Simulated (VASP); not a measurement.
Here is the system:

```xyz
2
Lattice="0.0000 3.0499 3.0499 3.0499 0.0000 3.0499 3.0499 3.0499 0.0000" Properties=species:S:1:pos:R:3 pbc="T T T"
Pb     0.0000     0.0000     0.0000
Se     3.0499     3.0499     3.0499
```

Method: PBEsol GGA, VASP's PBE PAW potentials (set 64) (plane waves; VASP). Run with 400 eV cut-off, 17×17×17 Γ-centred mesh, Gaussian smearing of 0.010 eV, potentials Pb_d Se.

### Question
Predict the energy per atom (σ→0).

### Answer

The energy per atom (σ→0) is -4.458 eV/atom.

The structure comes from a measured PbSe entry (Fm-3m) of the Crystallography Open Database, whose conditions weren't checked. It was relaxed first.
